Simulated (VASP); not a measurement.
Here is the system:

```
Mg2Sn
1.0
    0.00000     3.38634     3.38634
    3.38634     0.00000     3.38634
    3.38634     3.38634     0.00000
Mg Sn
2 1
Direct
  0.25000   0.25000   0.25000
  0.75000   0.75000   0.75000
  0.00000   0.00000   0.00000
```

These are optB88-vdW, VASP's PBE PAW potentials (set 64) (plane waves; VASP) values and carry that method's errors. Run with 520 eV cut-off, 9×9×9 Γ-centred mesh, tetrahedra with Blöchl corrections, potentials Mg Sn_d.

Unless said otherwise, spin-orbit coupling is left out, though it shifts the bands of the heavy elements here.

Predict the energy per atom (σ→0), band gap (on the k-mesh) with the smallest direct gap where there is one.

* **band gap (on the k-mesh)**: none (metal, semimetal or under 0.01 eV)
* **energy per atom (σ→0)**: -0.399 eV/atom

Only differences to runs with the same potentials and settings are physical.

The compound is Mg2Sn in the antifluorite structure. It was relaxed first.
